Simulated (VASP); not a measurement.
# A VASP study of BN (LDA): structure first, properties next

What structure and properties does LDA give BN, and how near are they to the measured ones? The steps: relaxing cell and atoms (LDA), second relaxation, density, ELF and potential (LDA), bands along the symmetry lines (LDA), total and projected DOS (LDA), zone-centre phonons (LDA), dielectric tensor and Born charges (LDA) and independent-particle dielectric function (LDA). The start is a cell from a database of measured crystal structures.

Calculated with VASP 6.6.1; LDA; plane waves and PAW (B, N).

**What experiment says.**

For BN, hexagonal layered, AA' stacking (commercial high-purity powder, 300 K), “Anisotropic thermo-mechanical response of layered hexagonal boron nitride and black phosphorus: application as a simultaneous pressure and temperature sensor” (2023, arxiv:2307.07533) gives, by synchrotron powder XRD, Le Bail: lattice constant a (a at 300 K) 2.5069 ± 0.0002 Å [300 K value from polynomial fit to temperature-dependent data]; lattice constant c (c at 300 K) 6.6706 ± 0.0007 Å [300 K value from linear fit to temperature-dependent data].

For BN, hexagonal (hBN) (HPHT-grown single crystal, 300 K), “Low frequency Raman spectroscopy of few-atomic-layer thick hBN crystals” (2017, arxiv:1705.01298) gives, by micro-Raman, 514.5 nm: Raman mode (E2g low-frequency interlayer shear mode) 52.5 cm⁻¹; Raman mode (E2g high-frequency in-plane mode) 1366 cm⁻¹.

The database entry behind the starting cell differs from later determinations by our own check (about 0.3 % short, minor phase), so it need not match the best structure at ambient conditions.

### 1. The structure

Before any relaxation, the start is as follows. Symmetry: P6_3/mmc, No. 194, hexagonal system. The conventional cell has a = 2.498 Å, b = 2.498 Å, c = 6.636 Å, α = 90.00°, β = 90.00°, γ = 120.00°. Nearest to B lie 3 N at 1.44 Å. N has 3 B at 1.44 Å nearest. Farther neighbours and most contacts between anions are not listed.

Coordinates:

```xyz
4
Lattice="2.4982 0.0000 0.0000 -1.2491 2.1635 0.0000 0.0000 0.0000 6.6357" Properties=species:S:1:pos:R:3 pbc="T T T"
B     0.0000    1.4424    1.6589
B     1.2491    0.7212    4.9768
N     0.0000    1.4424    4.9768
N     1.2491    0.7212    1.6589
```

### 2. Relaxing cell and atoms (LDA)

The start need not lie at this functional's minimum. ISIF = 3 frees volume, shape and positions, and EDIFFG sets the threshold on forces and stress at which the search stops. LDA, the lowest rung, knows the local density alone.

The input, INCAR:

```
SYSTEM = BN
PREC = Accurate
ENCUT = 520
EDIFF = 1E-06
NELM = 100
ISMEAR = 0
SIGMA = 0.05
LREAL = .FALSE.
ALGO = Normal
GGA = CA
NBANDS = 14
LORBIT = 11
LWAVE = .FALSE.
LCHARG = .FALSE.
KPAR = 4
IBRION = 2
NSW = 60
ISIF = 3
EDIFFG = -0.01
```

The input, POSCAR:

```
BN
1.0
    2.4982400000      0.0000000000      0.0000000000
   -1.2491200000      2.1635393048      0.0000000000
    0.0000000000      0.0000000000      6.6357000000
B N
2 2
Direct
    0.3333333333      0.6666666667      0.2500000000
    0.6666666667      0.3333333333      0.7500000000
    0.3333333333      0.6666666667      0.7500000000
    0.6666666667      0.3333333333      0.2500000000
```

The input, KPOINTS:

```
Automatic mesh
0
Gamma
9 9 3
0 0 0
```

The projector-augmented-wave data sets are B and N (LDA family, release 64).

Launch:

```sh
$ mpirun -np 4 vasp_std
```

Output:

```text
[banner, memory and clock lines left out]
running    4 mpi-ranks, on    1 nodes
 distrk:  each k-point on    1 cores,    4 groups
 distr:  one band on    1 cores,    1 groups

 POSCAR found type information on POSCAR B N
 POSCAR found :  2 types and       4 ions
 LDA part: xc-table for (Slater(with rela. corr.)+CA(PZ))
 , standard interpolation
 POSCAR, INCAR and KPOINTS ok, starting setup
 FFT: planning ... GRIDC
 FFT: planning ... GRID_SOFT
 FFT: planning ... GRID
 WAVECAR not read
 entering main loop
       N       E                     dE             d eps       ncg     rms          rms(c)
DAV:   1     0.491245327740E+02    0.49125E+02   -0.82229E+03   680   0.106E+03
DAV:   2    -0.390171420807E+02   -0.88142E+02   -0.78288E+02   978   0.230E+02
DAV:   3    -0.425619992304E+02   -0.35449E+01   -0.35136E+01   888   0.450E+01
DAV:   4    -0.425875252761E+02   -0.25526E-01   -0.25523E-01   786   0.441E+00
DAV:   5    -0.425878056584E+02   -0.28038E-03   -0.27998E-03   906   0.440E-01    0.111E+01
DAV:   6    -0.390594638210E+02    0.35283E+01   -0.70623E+00   756   0.206E+01    0.484E+00
DAV:   7    -0.386995290387E+02    0.35993E+00   -0.47118E-01   840   0.520E+00    0.296E+00
DAV:   8    -0.385818469001E+02    0.11768E+00   -0.31682E-01   804   0.394E+00    0.439E-01
DAV:   9    -0.385772036008E+02    0.46433E-02   -0.16051E-02   786   0.100E+00    0.181E-01
DAV:  10    -0.385771811905E+02    0.22410E-04   -0.62188E-04   834   0.214E-01    0.251E-02
DAV:  11    -0.385771971739E+02   -0.15983E-04   -0.24130E-05   798   0.436E-02    0.176E-02
DAV:  12    -0.385771967741E+02    0.39978E-06   -0.63642E-06   810   0.192E-02
   1 F= -.38577197E+02 E0= -.38577197E+02  d E =-.385772E+02
 curvature:   0.00 expect dE= 0.000E+00 dE for cont linesearch  0.000E+00
 trial: gam= 0.00000 g(F)=  0.435E-48 g(S)=  0.142E-01 ort = 0.000E+00 (trialstep = 0.100E+01)
 search vector abs. value=  0.142E-01
 bond charge predicted
       N       E                     dE             d eps       ncg     rms          rms(c)
DAV:   1    -0.385837166250E+02   -0.65195E-02   -0.46051E-01   762   0.673E+00    0.816E-01
DAV:   2    -0.385718718151E+02    0.11845E-01   -0.24343E-02   786   0.138E+00    0.282E-01
DAV:   3    -0.385708885171E+02    0.98330E-03   -0.26989E-03   834   0.389E-01    0.100E-01
DAV:   4    -0.385706258913E+02    0.26263E-03   -0.21427E-04   834   0.121E-01    0.468E-02
DAV:   5    -0.385705811340E+02    0.44757E-04   -0.59686E-05   828   0.595E-02    0.198E-02
DAV:   6    -0.385705803088E+02    0.82519E-06   -0.38038E-06   738   0.167E-02
   2 F= -.38570580E+02 E0= -.38570580E+02  d E =0.661647E-02
[...]
3 F= -.38579648E+02 E0= -.38579648E+02  d E =-.245124E-02
[...]
4 F= -.38579648E+02 E0= -.38579648E+02  d E =-.245083E-02
[...]
5 F= -.38579890E+02 E0= -.38579890E+02  d E =-.241934E-03
[...]
6 F= -.38580529E+02 E0= -.38580529E+02  d E =-.881403E-03
[...]
7 F= -.38581396E+02 E0= -.38581396E+02  d E =-.174814E-02
[...]
8 F= -.38581248E+02 E0= -.38581248E+02  d E =-.160052E-02
 curvature:  -0.92 expect dE=-0.651E-04 dE for cont linesearch -0.651E-04
 ZBRENT: bracketing found
 ZBRENT: interpolating
 opt :  13.1679  next Energy=   -38.581637 (dE=-0.199E-02)
 bond charge predicted
       N       E                     dE             d eps       ncg     rms          rms(c)
DAV:   1    -0.386059214791E+02   -0.24673E-01   -0.70362E-01   678   0.676E+00    0.735E-01
DAV:   2    -0.385865252152E+02    0.19396E-01   -0.25660E-02   756   0.129E+00    0.306E-01
DAV:   3    -0.385822355852E+02    0.42896E-02   -0.68870E-03   822   0.611E-01    0.109E-01
DAV:   4    -0.385816928249E+02    0.54276E-03   -0.91103E-04   828   0.232E-01    0.342E-02
DAV:   5    -0.385816651402E+02    0.27685E-04   -0.10391E-04   822   0.802E-02    0.195E-02
DAV:   6    -0.385816613475E+02    0.37927E-05   -0.98418E-06   816   0.261E-02    0.224E-03
DAV:   7    -0.385816613620E+02   -0.14543E-07   -0.41845E-07   372   0.513E-03
   9 F= -.38581661E+02 E0= -.38581661E+02  d E =-.201376E-02
 curvature:  -3.42 expect dE=-0.527E-05 dE for cont linesearch -0.694E-06
 trial: gam=-0.03511 g(F)=  0.343E-46 g(S)=  0.154E-05 ort = 0.775E-05 (trialstep = 0.333E+01)
 search vector abs. value=  0.136E-05
 reached required accuracy - stopping structural energy minimisation
```

Run time: 7.2 s. Hardware: 4 MPI ranks of Intel Xeon 6975P-C (Granite Rapids), shared host; peak memory 0.52 GiB; 26 s of CPU time.

The logs omit lines about the potential files and the build; timing stands in the text.

OUTCAR, selected parts (step 2):

```text
ion  position               nearest neighbor table
   1  0.333  0.667  0.250-   4 1.44   4 1.44   4 1.44
   2  0.667  0.333  0.750-   3 1.44   3 1.44   3 1.44
   3  0.333  0.667  0.750-   2 1.44   2 1.44   2 1.44
   4  0.667  0.333  0.250-   1 1.44   1 1.44   1 1.44

  LATTYP: Found a hexagonal cell.
 ALAT       =     2.4982400000
 C/A-ratio  =     2.6561499296

 Subroutine GETGRP returns: Found 24 space group operations
 (whereof 12 operations were pure point group operations)

The static configuration has the point symmetry D_3d.
 The point group associated with its full space group is D_6h.

 Found     24 irreducible k-points:

   k-points           NKPTS =     24   k-points in BZ     NKDIM =     24   number of bands    NBANDS=     14

   dimension x,y,z NGX =    20 NGY =   20 NGZ =   50
   dimension x,y,z NGXF=    40 NGYF=   40 NGZF=  100

   ENCUT  =  520.0 eV  38.22 Ry    6.18 a.u.   4.65  4.65 12.34*2*pi/ulx,y,z

   NELECT =      16.0000    total number of electrons

 k-points in reciprocal lattice and weights: Automatic mesh
   0.00000000  0.00000000  0.00000000       0.004
   0.11111111  0.00000000  0.00000000       0.025
   0.22222222  0.00000000  0.00000000       0.025
   0.33333333  0.00000000  0.00000000       0.025
   0.44444444  0.00000000  0.00000000       0.025
   0.11111111  0.11111111  0.00000000       0.025
   0.22222222  0.11111111  0.00000000       0.049
   0.33333333  0.11111111  0.00000000       0.049
   0.44444444  0.11111111  0.00000000       0.025
[...]
0.33333333  0.22222222  0.33333333       0.099
   0.33333333  0.33333333  0.33333333       0.016

 average (electrostatic) potential at core
       1 -33.8536       2 -33.8536       3 -64.4396       4 -64.4396

 E-fermi :   2.6637

 k-point     1 :       0.0000    0.0000    0.0000
  band No.  band energies     occupation
    ...
      4      -1.5990      2.00000
      5       1.1161      2.00000
      6       1.1161      2.00000
      7       1.1638      2.00000
      8       1.1638      2.00000
      9       7.5664      0.00000
     10      12.8618      0.00000
     11      13.9905      0.00000
     12      13.9905      0.00000
     13      14.1453      0.00000
    ...

 k-point     2 :       0.1111    0.0000    0.0000
  band No.  band energies     occupation
    ...
      4      -1.2990      2.00000
      5       0.1665      2.00000
      6       0.2121      2.00000
      7       0.6617      2.00000
      8       0.7182      2.00000
      9       7.9879      0.00000
     10      12.6631      0.00000
     11      13.7488      0.00000
     12      14.0535      0.00000
     13      14.5962      0.00000
    ...

 k-point     3 :       0.2222    0.0000    0.0000
  band No.  band energies     occupation
    ...
      4      -2.0288      2.00000
      5      -1.9560      2.00000
      6      -0.4349      2.00000
      7      -0.2996      2.00000
      8      -0.2299      2.00000
      9       9.0534      0.00000
     10      11.7094      0.00000
     11      12.3458      0.00000
     12      13.2312      0.00000
     13      13.9766      0.00000
    ...

  Total        0.0074787      0.0074787     -0.0040243      0.0000000      0.0000000      0.0000000
  in kB        0.3449395      0.3449395     -0.1856104      0.0000000      0.0000000      0.0000000
  external PRESSURE =       0.1680895 kB  Pullay stress =       0.0000000 kB

  energy-cutoff  :      520.00
  volume of cell :       34.74
      direct lattice vectors                 reciprocal lattice vectors
     2.490585208  0.000000000  0.000000000     0.401512061  0.231813096 -0.000000000
    -1.245292604  2.156910061  0.000000000     0.000000000  0.463626193 -0.000000000
     0.000000000  0.000000000  6.466367114     0.000000000  0.000000000  0.154646339

 POSITION                                       TOTAL-FORCE (eV/Angst)
 -----------------------------------------------------------------------------------
     -0.00000      1.43794      1.61659         0.000000      0.000000      0.000000
      1.24529      0.71897      4.84978         0.000000     -0.000000      0.000000
     -0.00000      1.43794      4.84978         0.000000     -0.000000      0.000000
      1.24529      0.71897      1.61659        -0.000000      0.000000      0.000000
 -----------------------------------------------------------------------------------
    total drift:                                0.000000     -0.000000      0.000000

  FREE ENERGIE OF THE ION-ELECTRON SYSTEM (eV)
  ---------------------------------------------------
  free  energy   TOTEN  =       -38.5816613620 eV

  energy  without entropy=      -38.5816613620  energy(sigma->0) =      -38.58166136

 reached required accuracy - stopping structural energy minimisation

 total charge
# of ion       s       p       d       tot
------------------------------------------
    1        0.747   1.459   0.000   2.206
    2        0.747   1.459   0.000   2.206
    3        1.216   2.781   0.000   3.997
    4        1.216   2.781   0.000   3.997
--------------------------------------------------
tot          3.926   8.480   0.000  12.406

[... 3 further parts left out ...]
```

CONTCAR:

```
BN
   1.00000000000000
     2.4905852082968152    0.0000000000000000    0.0000000000000000
    -1.2452926041484076    2.1569100607239053    0.0000000000000000
     0.0000000000000000    0.0000000000000000    6.4663671137626766
  B               N
     2     2
Direct
     0.3333333332999970    0.6666666667000030    0.2500000000000000
     0.6666666667000030    0.3333333332999970    0.7500000000000000
     0.3333333332999970    0.6666666667000030    0.7500000000000000
     0.6666666667000030    0.3333333332999970    0.2500000000000000
```

The gap is read on the k-mesh alone, so it is an upper bound where the band edges lie off the mesh, and a coarse mesh can show a gap where there is none. The bonds form layers, held to each other by dispersion, which LDA lacks; its overbinding stands in for it by accident. The run keeps the 24 symmetry operations of its start, so it cannot find a distortion of lower symmetry.

Step by step:

```
step  energy less that of the first step (eV)  largest force (eV/Å)  pressure (GPa)  volume (Å³)
   1                                   0.0000                0.0000           -2.50        35.87
   2                                   0.0066                0.0000            4.43        35.14
   3                                  -0.0025                0.0000           -0.19        35.62
   4                                  -0.0025                0.0000           -0.15        35.61
   5                                  -0.0027                0.0000           -0.12        35.56
   6                                  -0.0033                0.0000           -0.10        35.38
   7                                  -0.0042                0.0000           -0.04        35.03
   8                                  -0.0041                0.0000            0.12        34.34
   9                                  -0.0045                0.0000            0.02        34.74
```

```
conventional cell, symmetrised  before  after  change
                         a (Å)   2.498  2.491  -0.3 %
                         b (Å)   2.498  2.491  -0.3 %
                         c (Å)   6.636  6.466  -2.6 %
              volume (Å³/atom)    8.97   8.68  -3.1 %
```

The relaxed structure:

```xyz
4
Lattice="2.4906 0.0000 0.0000 -1.2453 2.1569 0.0000 0.0000 0.0000 6.4664" Properties=species:S:1:pos:R:3 pbc="T T T"
B     0.0000    1.4379    1.6166
B     1.2453    0.7190    4.8498
N     0.0000    1.4379    4.8498
N     1.2453    0.7190    1.6166
```

A gap read on the k-mesh alone can miss the band edges.

This step gave:

```
electrons                              : 16
bands                                  : 14
irreducible k-points                   : 24
symmetry operations                    : 24
free energy (TOTEN)                    : -38.58 eV
Fermi energy                           : 2.664 eV
pressure                               : 0.01681 GPa
metallic, judged on the points sampled : no
valence top at k                       : 0.3333, 0.3333, 0.3333
conduction bottom at k                 : 0.4444, 0.1111, 0
least direct gap at k                  : 0.4444, 0.1111, 0
SCF cycles over all ionic steps        : 58
gap on the k-mesh                      : 4.234 eV
least direct gap on the k-mesh         : 4.461 eV
```

It ends with forces that vanish by symmetry and a pressure of 0.02 GPa. The volume lies -3.1 % from that of the database's start, part of which can be the thermal and zero-point expansion of its experiment. LDA is known to overbind.

[end of part 1 of 7]

[Lines on the potential files, build, host, timing and source positions are cut from VASP's logs without a mark.]

[Logs are printed without paths, hosts, clocks, repeated set-up lines and the standing remarks that a program may print on its own settings, such as how far it seeks lower states.]

[Hosts, paths, dates, database ids (printed as entryN), source tags and the programs' standing remarks are cut or masked in the printed files.]

[A measured line is paired with the nearest computed mode of its activity, which favours agreement.]

[In band tables of VASP the shares of atoms and orbitals are scaled to a sum of 1 inside the atoms' spheres.]
